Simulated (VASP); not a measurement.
Crystal: Nb2SnSe.

```
Nb Sn Se
1.0
     3.26463    0.00000    0.00000
    -1.63231    2.82725    0.00000
     0.00000    0.00000    8.26500
Nb Sn Se
2 1 1
Cartesian
  1.6323 0.9424 5.9520
  1.6323 0.9424 2.3130
  0.0000 0.0000 0.0000
  0.0000 1.8848 4.1325
```

The cell was built by a generator and needn't be a form met in nature.

| Item | Value |
| --- | --- |
| Program | VASP 6.6.1 |
| Task | relaxation of cell and atoms |
| Functional | PBE |
| Potentials or basis | VASP PAW PBE potentials, release 64 (Nb_sv, Sn_d, Se) |
| Cutoff | 520 eV |
| k mesh | 12 × 12 × 4 |
| Occupations | gaussian, width 0.1 eV |
| Spin | no spin polarisation |

At the start: pressure 0.1 GPa; volume 19.07 Å³/atom.

Task: How do energy, volume and symmetry change on relaxing?

Result: Over 16 steps the energy falls by 11.9 meV/atom and the volume is 19.28 Å³/atom (+1.1 %); space group P-6m2 (No. 187, to 0.05 Å).

The path:
| step | energy change (eV) | largest force (eV/Å) | pressure (GPa) | volume (Å³) |
| --- | --- | --- | --- | --- |
| 1 | 0.0000 | 0.4652 | 0.11 | 76.29 |
| 2 | -0.0230 | 0.1811 | -0.25 | 76.43 |
| 3 | -0.0309 | 0.1009 | -0.47 | 76.56 |
| 4 | -0.0329 | 0.0397 | 1.14 | 75.84 |
| 5 | -0.0333 | 0.0571 | 0.66 | 76.06 |
| 6 | -0.0365 | 0.0137 | 0.46 | 76.29 |
| 7 | -0.0436 | 0.0744 | -0.11 | 76.95 |
| 8 | -0.0272 | 0.3059 | -0.85 | 78.16 |
| 9 | -0.0450 | 0.0942 | -0.27 | 77.14 |
| 10 | -0.0455 | 0.1211 | -0.40 | 77.35 |
| 11 | -0.0452 | 0.1223 | 0.28 | 77.15 |
| 12 | -0.0462 | 0.1217 | -0.10 | 77.26 |
| 13 | -0.0472 | 0.0626 | 0.01 | 77.15 |
| 14 | -0.0476 | 0.0065 | 0.13 | 77.05 |
| 15 | -0.0475 | 0.0107 | -0.19 | 77.22 |
| 16 | -0.0476 | 0.0011 | 0.00 | 77.12 |

Final structure:
```yaml
crystal:
  lattice:
    - [3.38317, 0.00000, 0.00000]
    - [-1.69159, 2.92992, 0.00000]
    - [0.00000, 0.00000, 7.77982]
  atoms:
    - { symbol: Nb, position: [0.66667, 0.33333, 0.72507] }
    - { symbol: Nb, position: [0.66667, 0.33333, 0.27493] }
    - { symbol: Sn, position: [0.00000, 0.00000, 0.00000] }
    - { symbol: Se, position: [0.33333, 0.66667, 0.50000] }
```
